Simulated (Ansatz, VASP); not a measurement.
## SiH13C6BrN2 (SiH13C6BrN2 (P2_1/c)) in two plane-wave programs

One calculation is typed for both programs; each brings its own data sets. How far apart do they land? The structure shown is the start of the Ansatz relaxation below; VASP solves that cell, so the two are compared at the walk's first step.

Program: Ansatz 0.2.0. Level of theory: plane waves, with VASP 6.6.1 beside it; single point at PBEsol. Results are calculated unless marked as measured.

### 1. Starting point

The cell holds 92 atoms: 4 Si, 52 H, 24 C, 4 Br and 8 N. Cell: a = 10.895 Å, b = 7.748 Å, c = 13.263 Å, α = 90.0°, β = 114.3°, γ = 90.0°. It derives from SiH13C6BrN2 (P2_1/c), repeated 1×1×1. As first built, before any earlier steps moved the atoms (in the runner's words): SiH13C6BrN2, space group P2_1/c, measured structure (Crystallography Open Database), 1 x 1 x 1 conventional cells; positions as measured; bonds to H set to neutron lengths (C-H 1.089, N-H 1.015, O-H 0.983, B-H 1.19 A) where the measured ones are shorter.

### 2. Ansatz: relaxation, PBEsol

Ansatz runs on its default PAW (the set named soft_2) files.

The two programs are compared at the cell with which this relaxation starts, whose forces are those of its first step.

input.yaml reads:

```yaml
crystal:
  lattice:
    - [10.8948, 0.0, 0.0]
    - [0.0, 7.7476, 0.0]
    - [-5.45449, 0.0, 12.08993]
  atoms:
    - { symbol: Si, position: [0.17625, 0.38675, 0.21673] }
    - { symbol: Si, position: [0.82375, 0.88675, 0.28327] }
    - { symbol: Si, position: [0.82375, 0.61325, 0.78327] }
    - { symbol: Si, position: [0.17625, 0.11325, 0.71673] }
    - { symbol: H, position: [0.35673, 0.44035, 0.08983] }
    - { symbol: H, position: [0.64327, 0.94035, 0.41017] }
    - { symbol: H, position: [0.64327, 0.55965, 0.91017] }
    - { symbol: H, position: [0.35673, 0.05965, 0.58983] }
    - { symbol: H, position: [0.61098, 0.40342, 0.1913] }
    - { symbol: H, position: [0.38902, 0.90342, 0.3087] }
    - { symbol: H, position: [0.38902, 0.59658, 0.8087] }
    - { symbol: H, position: [0.61098, 0.09658, 0.6913] }
    - { symbol: H, position: [0.6804, 0.33043, 0.39978] }
    - { symbol: H, position: [0.3196, 0.83043, 0.10022] }
    - { symbol: H, position: [0.3196, 0.66957, 0.60022] }
    - { symbol: H, position: [0.6804, 0.16957, 0.89978] }
    - { symbol: H, position: [0.45436, 0.32144, 0.42797] }
    - { symbol: H, position: [0.54564, 0.82144, 0.07203] }
    - { symbol: H, position: [0.54564, 0.67856, 0.57203] }
    - { symbol: H, position: [0.45436, 0.17856, 0.92797] }
    - { symbol: H, position: [0.14979, 0.07584, 0.18503] }
    - { symbol: H, position: [0.85021, 0.57584, 0.31497] }
    - { symbol: H, position: [0.85021, 0.92416, 0.81497] }
    - { symbol: H, position: [0.14979, 0.42416, 0.68503] }
    - { symbol: H, position: [0.13544, 0.18753, 0.06358] }
    - { symbol: H, position: [0.86456, 0.68753, 0.43642] }
    - { symbol: H, position: [0.86456, 0.81247, 0.93642] }
    - { symbol: H, position: [0.13544, 0.31247, 0.56358] }
    - { symbol: H, position: [0.99876, 0.18809, 0.10402] }
    - { symbol: H, position: [0.00124, 0.68809, 0.39598] }
    - { symbol: H, position: [0.00124, 0.81191, 0.89598] }
    - { symbol: H, position: [0.99876, 0.31191, 0.60402] }
    - { symbol: H, position: [0.11916, 0.57998, 0.05868] }
    - { symbol: H, position: [0.88084, 0.07998, 0.44132] }
    - { symbol: H, position: [0.88084, 0.42002, 0.94132] }
    - { symbol: H, position: [0.11916, 0.92002, 0.55868] }
    - { symbol: H, position: [0.1709, 0.69714, 0.18476] }
    - { symbol: H, position: [0.8291, 0.19714, 0.31524] }
    - { symbol: H, position: [0.8291, 0.30286, 0.81524] }
    - { symbol: H, position: [0.1709, 0.80286, 0.68476] }
    - { symbol: H, position: [0.00668, 0.6062, 0.1239] }
    - { symbol: H, position: [0.99332, 0.1062, 0.3761] }
    - { symbol: H, position: [0.99332, 0.3938, 0.8761] }
    - { symbol: H, position: [0.00668, 0.8938, 0.6239] }
    - { symbol: H, position: [0.20593, 0.26462, 0.3948] }
    - { symbol: H, position: [0.79407, 0.76462, 0.1052] }
    - { symbol: H, position: [0.79407, 0.73538, 0.6052] }
    - { symbol: H, position: [0.20593, 0.23538, 0.8948] }
    - { symbol: H, position: [0.0623, 0.40153, 0.34101] }
    - { symbol: H, position: [0.9377, 0.90153, 0.15899] }
    - { symbol: H, position: [0.9377, 0.59847, 0.65899] }
    - { symbol: H, position: [0.0623, 0.09847, 0.84101] }
    - { symbol: H, position: [0.22644, 0.49257, 0.40277] }
    - { symbol: H, position: [0.77356, 0.99257, 0.09723] }
    - { symbol: H, position: [0.77356, 0.50743, 0.59723] }
    - { symbol: H, position: [0.22644, 0.00743, 0.90277] }
    - { symbol: C, position: [0.4127, 0.4095, 0.177] }
    - { symbol: C, position: [0.5873, 0.9095, 0.323] }
    - { symbol: C, position: [0.5873, 0.5905, 0.823] }
    - { symbol: C, position: [0.4127, 0.0905, 0.677] }
    - { symbol: C, position: [0.5794, 0.3529, 0.3365] }
    - { symbol: C, position: [0.4206, 0.8529, 0.1635] }
    - { symbol: C, position: [0.4206, 0.6471, 0.6635] }
    - { symbol: C, position: [0.5794, 0.1471, 0.8365] }
    - { symbol: C, position: [0.4633, 0.3485, 0.3507] }
    - { symbol: C, position: [0.5367, 0.8485, 0.1493] }
    - { symbol: C, position: [0.5367, 0.6515, 0.6493] }
    - { symbol: C, position: [0.4633, 0.1515, 0.8507] }
    - { symbol: C, position: [0.108, 0.1892, 0.1338] }
    - { symbol: C, position: [0.892, 0.6892, 0.3662] }
    - { symbol: C, position: [0.892, 0.8108, 0.8662] }
    - { symbol: C, position: [0.108, 0.3108, 0.6338] }
    - { symbol: C, position: [0.1116, 0.5882, 0.1379] }
    - { symbol: C, position: [0.8884, 0.0882, 0.3621] }
    - { symbol: C, position: [0.8884, 0.4118, 0.8621] }
    - { symbol: C, position: [0.1116, 0.9118, 0.6379] }
    - { symbol: C, position: [0.1667, 0.3863, 0.3528] }
    - { symbol: C, position: [0.8333, 0.8863, 0.1472] }
    - { symbol: C, position: [0.8333, 0.6137, 0.6472] }
    - { symbol: C, position: [0.1667, 0.1137, 0.8528] }
    - { symbol: Br, position: [0.73763, 0.39385, 0.09606] }
    - { symbol: Br, position: [0.26237, 0.89385, 0.40394] }
    - { symbol: Br, position: [0.26237, 0.60615, 0.90394] }
    - { symbol: Br, position: [0.73763, 0.10615, 0.59606] }
    - { symbol: "N", position: [0.3577, 0.3842, 0.2499] }
    - { symbol: "N", position: [0.6423, 0.8842, 0.2501] }
    - { symbol: "N", position: [0.6423, 0.6158, 0.7501] }
    - { symbol: "N", position: [0.3577, 0.1158, 0.7499] }
    - { symbol: "N", position: [0.5455, 0.3912, 0.2275] }
    - { symbol: "N", position: [0.4545, 0.8912, 0.2725] }
    - { symbol: "N", position: [0.4545, 0.6088, 0.7725] }
    - { symbol: "N", position: [0.5455, 0.1088, 0.7275] }
kpoints:
  mp_grid: { grid: [1, 1, 1] }
hamiltonian:
  xc: pbesol
scf:
  occupations: { method: fixed }
output:
  forces: true
relax:
  f_tol: 0.05
  max_steps: 150
  cell: {}
```

Started as:

```bash
> ansatz run input.yaml --threads 4 --pin off --max-ram 8192MiB --backend cpu --events-out ev --progress --plain --runs-dir out
```

Numbers of over 12 decimals in the logs are rounded to 6 here.

The log of the run:

```text
Engine: ansatz 0.2.0, aarch64-unknown-linux-gnu
Pseudopotentials: kind: paw
Pseudopotential: Si, paw, valence charge 4, recommended cutoff 420 eV (normal), Si.paw.azcp
Pseudopotential: H, paw, valence charge 1, recommended cutoff 420 eV (normal), H.paw.azcp
Pseudopotential: C, paw, valence charge 4, recommended cutoff 420 eV (normal), C.paw.azcp
Pseudopotential: Br, paw, valence charge 7, recommended cutoff 420 eV (normal), Br.paw.azcp
Pseudopotential: N, paw, valence charge 5, recommended cutoff 420 eV (normal), N.paw.azcp
Functional definition: PBEsol
  exchange = pbesol_x
  correlation = pbesol_c
Crystal: 92 atoms, lattice volume = 1020.493 Å³
Basis set: ecut = 420 eV, 19951 PW (Γ), exchange–correlation on 150×108×180 points (8 copies of the dense FFT grid, shifted against one another)
Bands: 208, of which v1, the nominal top of the filled ones, is band 116 counted from 1 (115 counted from 0)
Symmetry: 4 space group operations
Space group: P21/c (ITA 14), of the structure as read, at distance tolerance 1.0e-4 Å
k-points: 1
Non-local potential: Si, projectors of the file, l = 0: 2, l = 1: 2, l = 2: 2
Non-local potential: H, projectors of the file, l = 0: 2, l = 1: 1
Non-local potential: C, projectors of the file, l = 0: 2, l = 1: 2, l = 2: 1
Non-local potential: Br, projectors of the file, l = 0: 2, l = 1: 2, l = 2: 2
Non-local potential: N, projectors of the file, l = 0: 2, l = 1: 2, l = 2: 1
PAW form: soft (Blöchl's): semilocal exchange-correlation on the pseudo side does not see the compensation charge
PAW frozen core: Si, regenerated for the run's functional, and the local potential with it (the file was generated under x = pbe(κ = 0.804, μ = 0.219515), c = pbe(β = 0.066725))
PAW frozen core: C, regenerated for the run's functional, and the local potential with it (the file was generated under x = pbe(κ = 0.804, μ = 0.219515), c = pbe(β = 0.066725))
PAW frozen core: Br, regenerated for the run's functional, and the local potential with it (the file was generated under x = pbe(κ = 0.804, μ = 0.219515), c = pbe(β = 0.066725))
PAW frozen core: N, regenerated for the run's functional, and the local potential with it (the file was generated under x = pbe(κ = 0.804, μ = 0.219515), c = pbe(β = 0.066725))
PAW one-centre angular grid: Si, 110 points (default); XC on 64 Gauss nodes
PAW one-centre angular grid: H, 110 points (default); XC on 64 Gauss nodes
PAW one-centre angular grid: C, 110 points (default); XC on 64 Gauss nodes
PAW one-centre angular grid: Br, 110 points (default); XC on 64 Gauss nodes
PAW one-centre angular grid: N, 110 points (default); XC on 64 Gauss nodes
Initial density: superposition of atomic densities (neutral atoms: chi_scale 0, normalization atom), corrected by the library's trained network
Initial wavefunctions: pseudopotential atomic-orbital guess
Functional: x = pbesol(κ = 0.804, μ = 0.123457), c = pbesol(β = 0.046)
SCF iter   1: F=—  HF=-23213.452134 eV  |F-HF|=—  |Δ(HF+E_count)|=         —  Δρ=7.54e-3  dr2=1.12e0  ethr=1.77e-3  ⟨swp⟩=5.0  Hψ=687  notcnv=0  defer=89
preconditioner: auto → Resta (q_TF=auto, 2.131 Å⁻¹)  ε∞=2.5  [insulator: Δε(μ)=3.943 eV  Ē_g=14.348 eV  n_scr=174 (ndim 8)  ℏωp=17.4 eV  f_vac=0.120  ε∞_Penn≈2.5]
SCF iter   2: F=—  HF=-23213.173965 eV  |F-HF|=—  |Δ(HF+E_count)|=   2.78e-1  Δρ=3.03e-3  dr2=1.36e-1  ethr=4.83e-4  ⟨swp⟩=2.0  Hψ=306  notcnv=0  defer=90
SCF iter   3: F=—  HF=-23213.150808 eV  |F-HF|=—  |Δ(HF+E_count)|=   2.32e-2  Δρ=1.34e-3  dr2=3.00e-2  ethr=5.85e-5  ⟨swp⟩=2.0  Hψ=234  notcnv=0  defer=29
automatic band count: iteration 3 solves 147 bands in place of 208: the levels show a gap, and the empty bands left out lie too high to hold charge; the band table lists the bands solved (type scf.n_extra_bands for more)
SCF iter   4: F=—  HF=-23213.147626 eV  |F-HF|=—  |Δ(HF+E_count)|=   3.18e-3  Δρ=4.85e-4  dr2=3.10e-3  ethr=1.29e-5  ⟨swp⟩=3.0  Hψ=212  notcnv=0  defer=29
SCF iter   5: F=—  HF=-23213.148277 eV  |F-HF|=—  |Δ(HF+E_count)|=   6.51e-4  Δρ=1.88e-4  dr2=4.25e-4  ethr=1.34e-6  ⟨swp⟩=2.0  Hψ=238  notcnv=0  defer=29
SCF iter   6: F=—  HF=-23213.148416 eV  |F-HF|=—  |Δ(HF+E_count)|=   1.39e-4  Δρ=7.07e-5  dr2=5.23e-5  ethr=1.83e-7  ⟨swp⟩=2.0  Hψ=226  notcnv=0  defer=29
SCF iter   7: F=—  HF=-23213.149667 eV  |F-HF|=—  |Δ(HF+E_count)|=   1.25e-3  Δρ=2.81e-5  dr2=8.83e-6  ethr=2.25e-8  ⟨swp⟩=2.0  Hψ=263  notcnv=0  defer=29
SCF iter   8: F=—  HF=-23213.149671 eV  |F-HF|=—  |Δ(HF+E_count)|=   4.31e-6  Δρ=8.41e-6  dr2=7.87e-7  ethr=3.81e-9  ⟨swp⟩=2.0  Hψ=233  notcnv=0  defer=29
SCF iter   9: F=-23213.149673 eV  HF=-23213.149673 eV  |F-HF|=1.46e-7  |Δ(HF+E_count)|=   1.54e-6  Δρ=2.25e-6  dr2=7.47e-8  ethr=4.31e-11  ⟨swp⟩=3.0  Hψ=586  notcnv=0
SCF 1 converged in 9 iterations: F = -23213.149673 eV  dr2 = 7.47e-8
[...]
atom  81  Br    -0.00015078     0.00062432    -0.00073838
  atom  82  Br     0.00015078     0.00062432     0.00073838
  atom  83  Br     0.00015078    -0.00062432     0.00073838
  atom  84  Br    -0.00015078    -0.00062432    -0.00073838
  atom  85  N      0.00359319    -0.00155007    -0.00263062
  atom  86  N     -0.00359319    -0.00155007     0.00263062
  atom  87  N     -0.00359319     0.00155007     0.00263062
  atom  88  N      0.00359319     0.00155007    -0.00263062
  atom  89  N     -0.00255968     0.00235864     0.00121492
  atom  90  N      0.00255968     0.00235864    -0.00121492
  atom  91  N      0.00255968    -0.00235864    -0.00121492
  atom  92  N     -0.00255968    -0.00235864     0.00121492
  max |Σ_I F_I| component: 3.47e-18 eV/Å
--- Stress (GPa, compression-positive) ---
        0.001222       0.000000      -0.014763
        0.000000       0.041194       0.000000
       -0.014764       0.000000      -0.003949
  P = ⅓ Tr σ = 0.0128 GPa (0.128 kbar)
--- Relaxed structure (20 steps of the walk, 20 accepted, 4 SCFs on fresh bases) ---
  F+E_penalty+E_count = -23214.41014613 eV   max|allowed force component| = 5.775e-3 eV/Å   (the final SCF, on the basis selected at the relaxed cell)
  cell:  # Å, volume = 1108.7259 Å³
    - [10.640679, 0.0, 0.235982]
    - [0.0, 9.097073, 0.0]
    - [-5.065395, 0.0, 11.341557]
  atoms:
    - { symbol: Si, position: [0.164769, 0.376862, 0.227374] }
    - { symbol: Si, position: [0.835231, 0.876862, 0.272626] }
    - { symbol: Si, position: [0.835231, 0.623138, 0.772626] }
    - { symbol: Si, position: [0.164769, 0.123138, 0.727374] }
    - { symbol: H, position: [0.357878, 0.459980, 0.099532] }
    - { symbol: H, position: [0.642122, 0.959980, 0.400468] }
    - { symbol: H, position: [0.642122, 0.540020, 0.900468] }
    - { symbol: H, position: [0.357878, 0.040020, 0.599532] }
    - { symbol: H, position: [0.609336, 0.389380, 0.190852] }
    - { symbol: H, position: [0.390664, 0.889380, 0.309148] }
    - { symbol: H, position: [0.390664, 0.610620, 0.809148] }
    - { symbol: H, position: [0.609336, 0.110620, 0.690852] }
    - { symbol: H, position: [0.665080, 0.251329, 0.388681] }
    - { symbol: H, position: [0.334920, 0.751329, 0.111319] }
    - { symbol: H, position: [0.334920, 0.748671, 0.611319] }
    - { symbol: H, position: [0.665080, 0.248671, 0.888681] }
    - { symbol: H, position: [0.419970, 0.231704, 0.415326] }
    - { symbol: H, position: [0.580030, 0.731704, 0.084674] }
    - { symbol: H, position: [0.580030, 0.768296, 0.584674] }
    - { symbol: H, position: [0.419970, 0.268296, 0.915326] }
    - { symbol: H, position: [0.111488, 0.115098, 0.188304] }
    - { symbol: H, position: [0.888512, 0.615098, 0.311696] }
    - { symbol: H, position: [0.888512, 0.884902, 0.811696] }
    - { symbol: H, position: [0.111488, 0.384902, 0.688304] }
    - { symbol: H, position: [0.086881, 0.210355, 0.054812] }
    - { symbol: H, position: [0.913119, 0.710355, 0.445188] }
    - { symbol: H, position: [0.913119, 0.789645, 0.945188] }
    - { symbol: H, position: [0.086881, 0.289645, 0.554812] }
[...]
- { symbol: H, position: [0.055516, 0.391157, 0.366438] }
    - { symbol: H, position: [0.944484, 0.891157, 0.133562] }
    - { symbol: H, position: [0.944484, 0.608843, 0.633562] }
    - { symbol: H, position: [0.055516, 0.108843, 0.866438] }
    - { symbol: H, position: [0.226307, 0.456518, 0.433826] }
    - { symbol: H, position: [0.773693, 0.956518, 0.066174] }
    - { symbol: H, position: [0.773693, 0.543482, 0.566174] }
    - { symbol: H, position: [0.226307, 0.043482, 0.933826] }
    - { symbol: C, position: [0.407037, 0.401829, 0.183010] }
    - { symbol: C, position: [0.592963, 0.901829, 0.316990] }
    - { symbol: C, position: [0.592963, 0.598171, 0.816990] }
    - { symbol: C, position: [0.407037, 0.098171, 0.683010] }
    - { symbol: C, position: [0.564866, 0.292340, 0.332914] }
    - { symbol: C, position: [0.435134, 0.792340, 0.167086] }
    - { symbol: C, position: [0.435134, 0.707660, 0.667086] }
    - { symbol: C, position: [0.564866, 0.207660, 0.832914] }
    - { symbol: C, position: [0.444120, 0.284609, 0.347221] }
    - { symbol: C, position: [0.555880, 0.784609, 0.152779] }
    - { symbol: C, position: [0.555880, 0.715391, 0.652779] }
    - { symbol: C, position: [0.444120, 0.215391, 0.847221] }
    - { symbol: C, position: [0.074182, 0.217545, 0.138456] }
    - { symbol: C, position: [0.925818, 0.717545, 0.361544] }
    - { symbol: C, position: [0.925818, 0.782455, 0.861544] }
    - { symbol: C, position: [0.074182, 0.282455, 0.638456] }
    - { symbol: C, position: [0.117211, 0.558194, 0.154951] }
    - { symbol: C, position: [0.882789, 0.058194, 0.345049] }
    - { symbol: C, position: [0.882789, 0.441806, 0.845049] }
    - { symbol: C, position: [0.117211, 0.941806, 0.654951] }
    - { symbol: C, position: [0.161433, 0.371575, 0.375493] }
    - { symbol: C, position: [0.838567, 0.871575, 0.124507] }
    - { symbol: C, position: [0.838567, 0.628425, 0.624507] }
    - { symbol: C, position: [0.161433, 0.128425, 0.875493] }
    - { symbol: Br, position: [0.742916, 0.433642, 0.104167] }
    - { symbol: Br, position: [0.257084, 0.933642, 0.395833] }
    - { symbol: Br, position: [0.257084, 0.566358, 0.895833] }
    - { symbol: Br, position: [0.742916, 0.066358, 0.604167] }
    - { symbol: N, position: [0.346113, 0.354041, 0.253068] }
    - { symbol: N, position: [0.653887, 0.854041, 0.246932] }
    - { symbol: N, position: [0.653887, 0.645959, 0.746932] }
    - { symbol: N, position: [0.346113, 0.145959, 0.753068] }
    - { symbol: N, position: [0.538627, 0.365462, 0.229842] }
    - { symbol: N, position: [0.461373, 0.865462, 0.270158] }
    - { symbol: N, position: [0.461373, 0.634538, 0.770158] }
    - { symbol: N, position: [0.538627, 0.134538, 0.729842] }
```

Reading the cycles: dr2 is the Hartree energy of the density residual (eV), the measure of convergence; HF is the Harris–Foulkes estimate of the energy, which meets the free energy F at convergence.

(Continued in part 2 of 2.)

[Lines on the potential files, build, host, timing and source positions are cut from VASP's logs without a mark.]

[Logs are printed without paths, hosts, clocks, repeated set-up lines and the standing remarks that a program may print on its own settings, such as how far it seeks lower states.]

[Hosts, paths, dates, database ids (printed as entryN), source tags and the programs' standing remarks are cut or masked in the printed files.]
